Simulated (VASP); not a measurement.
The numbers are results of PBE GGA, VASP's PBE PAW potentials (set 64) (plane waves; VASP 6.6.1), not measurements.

The input files of a VASP run:

INCAR:
```
ALGO  =  Normal   ! blocked Davidson
LREAL  =  F   ! projection in real space or not
GGA  =  PE   ! PBE
LASPH  =  T
LCHARG  =  F
IBRION  =  2   ! conjugate gradients
ISIF  =  3   ! ions, shape and volume
EDIFFG  =  -0.01   ! ionic stop
SYSTEM  =  ZnS
ISMEAR  =  0   ! Gaussian
EDIFF  =  1E-6   ! SCF stop (eV)
LWAVE  =  F
NSW  =  60   ! most ionic steps
NELM  =  100   ! most electronic steps
ENCUT  =  480
PREC  =  Accurate
LMAXMIX  =  4   ! l cut-off of mixed one-centre charges
SIGMA  =  0.05   ! width (eV)
```

**POSCAR**
```
ZnS
1
    0.0000000000     2.6936850000     2.6936850000
    2.6936850000     0.0000000000     2.6936850000
    2.6936850000     2.6936850000     0.0000000000
Zn S
1 1
Direct
  0.0000000000   0.0000000000   0.0000000000
  0.2500000000   0.2500000000   0.2500000000
```

KPOINTS:
```
Automatic
0
G
  8 8 8
0 0 0
```

POTCAR, in this order: Zn S (PBE.64 set). Program: vasp_std.

Output

File OSZICAR:
```
       N       E                     dE             d eps       ncg     rms          rms(c)
DAV:   1     0.889928326604E+02    0.88993E+02   -0.89639E+03   754   0.158E+03
DAV:   2    -0.111995713537E+01   -0.90113E+02   -0.86084E+02   794   0.279E+02
DAV:   3    -0.719267748135E+01   -0.60727E+01   -0.60445E+01   949   0.749E+01
DAV:   4    -0.726841347810E+01   -0.75736E-01   -0.75711E-01   829   0.874E+00
DAV:   5    -0.726955386701E+01   -0.11404E-02   -0.11404E-02   949   0.108E+00    0.722E+00
DAV:   6    -0.685799146179E+01    0.41156E+00   -0.96007E-01  1109   0.370E+01    0.555E+00
DAV:   7    -0.684194813179E+01    0.16043E-01   -0.35089E-01   794   0.583E+00    0.279E+00
DAV:   8    -0.684142931453E+01    0.51882E-03   -0.55599E-03   889   0.749E-01    0.818E-01
DAV:   9    -0.684169527393E+01   -0.26596E-03   -0.11956E-03   819   0.325E-01    0.118E-01
DAV:  10    -0.684183414371E+01   -0.13887E-03   -0.12936E-04   859   0.118E-01    0.531E-02
DAV:  11    -0.684185527512E+01   -0.21131E-04   -0.28383E-05   824   0.607E-02    0.649E-03
DAV:  12    -0.684185619852E+01   -0.92340E-06   -0.28770E-06   861   0.160E-02
   1 F= -.68418562E+01 E0= -.68418562E+01  d E =-.684186E+01
       N       E                     dE             d eps       ncg     rms          rms(c)
DAV:   1    -0.719009578704E+01   -0.34824E+00   -0.46257E+00   884   0.521E+01    0.420E+00
DAV:   2    -0.689679539860E+01    0.29330E+00   -0.92034E-01   894   0.252E+01    0.165E+00
DAV:   3    -0.685950311640E+01    0.37292E-01   -0.45167E-02   844   0.237E+00    0.764E-01
DAV:   4    -0.685163346840E+01    0.78696E-02   -0.46250E-03   835   0.721E-01    0.330E-01
DAV:   5    -0.685042388884E+01    0.12096E-02   -0.92658E-04  1258   0.702E-01    0.473E-02
DAV:   6    -0.685044664304E+01   -0.22754E-04   -0.32217E-04   769   0.251E-01    0.315E-02
DAV:   7    -0.685045434379E+01   -0.77008E-05   -0.36018E-05   924   0.147E-01    0.162E-02
DAV:   8    -0.685045152967E+01    0.28141E-05   -0.11140E-05   874   0.774E-02    0.294E-03
DAV:   9    -0.685045152240E+01    0.72660E-08   -0.49489E-07   442   0.735E-03
   2 F= -.68504515E+01 E0= -.68504515E+01  d E =-.859532E-02
       N       E                     dE             d eps       ncg     rms          rms(c)
DAV:   1    -0.687308634583E+01   -0.22635E-01   -0.28041E-01   904   0.120E+01    0.107E+00
DAV:   2    -0.685419012869E+01    0.18896E-01   -0.69235E-02   899   0.850E+00    0.406E-01
DAV:   3    -0.685202403747E+01    0.21661E-02   -0.26547E-03   789   0.563E-01    0.182E-01
DAV:   4    -0.685152244137E+01    0.50160E-03   -0.31209E-04   889   0.289E-01    0.981E-02
DAV:   5    -0.685143762071E+01    0.84821E-04   -0.86224E-05  1139   0.192E-01    0.195E-02
DAV:   6    -0.685143667359E+01    0.94712E-06   -0.26718E-05   804   0.645E-02    0.917E-03
DAV:   7    -0.685143634088E+01    0.33270E-06   -0.11283E-06   407   0.208E-02
   3 F= -.68514363E+01 E0= -.68514363E+01  d E =-.958014E-02
```

### OUTCAR
```
------------------------ aborting loop because EDIFF is reached ----------------------------------------
  FORCE on cell =-STRESS in cart. coord.  units (eV):
  Direction    XX          YY          ZZ          XY          YZ          ZX
  --------------------------------------------------------------------------------------
  Total        0.0151380      0.0151380      0.0151380      0.0000000      0.0000000      0.0000000
  in kB        0.6006386      0.6006386      0.6006386      0.0000000      0.0000000      0.0000000
  external PRESSURE =       0.6006386 kB  Pullay stress =       0.0000000 kB
  volume of cell :       40.38
      direct lattice vectors                 reciprocal lattice vectors
    -0.000000000  2.722986296  2.722986296    -0.183621930  0.183621930  0.183621930
     2.722986296 -0.000000000  2.722986296     0.183621930 -0.183621930  0.183621930
     2.722986296  2.722986296 -0.000000000     0.183621930  0.183621930 -0.183621930
  FREE ENERGIE OF THE ION-ELECTRON SYSTEM (eV)
  ---------------------------------------------------
  free  energy   TOTEN  =        -6.8514363409 eV

  energy  without entropy=       -6.8514363409  energy(sigma->0) =       -6.85143634

 reached required accuracy - stopping structural energy minimisation
```
(Selected blocks of OUTCAR.)

CONTCAR:
```
ZnS
   1.00000000000000
    -0.0000000000000000    2.7229862962324201    2.7229862962324201
     2.7229862962324201   -0.0000000000000000    2.7229862962324201
     2.7229862962324201    2.7229862962324201   -0.0000000000000000
  Zn              S
     1     1
Direct
     0.0000000000000000    0.0000000000000000    0.0000000000000000
     0.2500000000000000    0.2500000000000000    0.2500000000000000
```

### OUTCAR
```
 val. band max:        1.8931364396   @ k =   0.0000   0.0000   0.0000

 cond. band min:       3.9065102317   @ k =   0.0000   0.0000   0.0000


 Fermi energy:         2.1320268790

 k-point     1 :       0.0000    0.0000    0.0000
  band No.  band energies     occupation
      1     -11.0883      2.00000
      2      -4.3564      2.00000
      3      -4.3564      2.00000
      4      -4.3564      2.00000
      5      -3.8854      2.00000
      6      -3.8854      2.00000
      7       1.8931      2.00000
      8       1.8931      2.00000
      9       1.8931      2.00000
     10       3.9065      0.00000
     11       8.3043      0.00000
     12       8.3043      0.00000
     13       8.3043      0.00000

 k-point     2 :       0.1250    0.0000    0.0000
  band No.  band energies     occupation
      1     -10.9762      2.00000
      2      -4.3532      2.00000
      3      -4.3364      2.00000
      4      -4.3364      2.00000
      5      -3.8868      2.00000
      6      -3.8868      2.00000
      7       0.7927      2.00000
      8       1.7519      2.00000
      9       1.7519      2.00000
     10       4.7304      0.00000
     11       8.1964      0.00000
     12       8.5505      0.00000
     13       8.5505      0.00000

 k-point     3 :       0.2500    0.0000    0.0000
  band No.  band energies     occupation
      1     -10.6843      2.00000
      2      -4.3017      2.00000
      3      -4.2926      2.00000
      4      -4.2925      2.00000
      5      -3.8837      2.00000
      6      -3.8837      2.00000
      7      -0.8861      2.00000
      8       1.4434      2.00000
      9       1.4434      2.00000
     10       5.2986      0.00000
     11       8.7809      0.00000
     12       8.9137      0.00000
     13       8.9137      0.00000

 k-point     4 :       0.3750    0.0000    0.0000
  band No.  band energies     occupation
      1     -10.3543      2.00000
      2      -4.2578      2.00000
      3      -4.2578      2.00000
...
```

Energy and stress use the plane-wave basis of the starting cell.

The structure comes from a computed database's ZnS entry (F-43m); how it stands against other phases isn't given here. This run relaxes it. Symmetry was kept, so distortions that lower it aren't found.
